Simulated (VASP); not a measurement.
The system is Mg2CdO3.

```xyz
12
Lattice="3.1280 -0.0126 -0.0165 -3.1498 5.3818 -0.0052 -0.0412 -0.0313 7.8530" Properties=species:S:1:pos:R:3 pbc="T T T"
Mg   -0.1247    1.8000    2.6797
Mg   -1.6173    4.3481    2.7637
Mg    1.4235    0.8408    5.0643
Mg    0.0186    3.6879    5.1471
Cd   -0.1279    5.2835    7.8105
Cd    1.3911    2.5201    7.8066
O     1.6082    0.9370    1.4673
O    -0.0805    3.6447    1.3217
O    -0.0317    1.7409    6.2771
O    -1.4721    4.5105    6.2623
O    -0.0145    5.2813    4.0216
O     1.5096    2.4370    3.8845
```

The cell was built by a generator and needn't be a form met in nature.

```yaml
Program: VASP 6.6.1
Task: relaxation of cell and atoms
Functional: PBE
Potentials_or_basis: VASP PAW PBE potentials, release 64 (Mg, Cd, O)
Cutoff: 520 eV
k_mesh: 6 × 6 × 3
Occupations: gaussian, width 0.05 eV
Spin: no spin polarisation
```

At the start: pressure 3.5 GPa; volume 10.99 Å³/atom.

Task: How do energy, volume and symmetry change on relaxing?

Result: Over 16 steps the energy falls by 93.4 meV/atom and the volume is 10.93 Å³/atom (-0.5 %); space group P-3m1 (No. 164, to 0.05 Å).

Step by step:
```tsv
step	energy change (eV)	largest force (eV/Å)	pressure (GPa)	volume (Å³)
1	0.0000	2.4118	3.54	131.88
2	-0.7661	0.8648	-4.09	136.57
3	-0.7663	0.8772	-4.18	136.63
4	-1.0011	0.7113	-0.08	131.83
5	-1.0244	0.6609	1.77	129.90
6	-1.0869	0.3079	0.19	131.12
7	-1.0905	0.2891	-0.21	131.48
8	-1.1092	0.1639	-0.28	131.46
9	-1.1120	0.1486	-0.30	131.46
10	-1.1172	0.0742	0.29	130.95
11	-1.1174	0.0775	0.34	130.87
12	-1.1192	0.0513	-0.17	131.32
13	-1.1193	0.0463	-0.20	131.38
14	-1.1201	0.0341	-0.05	131.20
15	-1.1202	0.0406	0.09	131.11
16	-1.1205	0.0229	0.02	131.16
```

Final structure:
```
Mg Cd O
1.0
     3.11591    0.00098   -0.00101
    -3.11414    5.39997   -0.00077
    -0.00271   -0.00341    7.79386
Mg Cd O
4 2 6
Cartesian
  -0.0217 1.7696 2.6578
  -1.5789 4.4697 2.6572
  1.5424 0.8726 5.0869
  -0.0165 3.5733 5.0866
  -0.0174 5.3714 7.7670
  1.5373 2.6733 7.7687
  1.5363 0.8703 1.5045
  -0.0219 3.5712 1.5028
  -0.0126 1.7721 6.2395
  -1.5713 4.4717 6.2365
  -0.0161 5.3717 3.8698
  1.5424 2.6722 3.8699
```
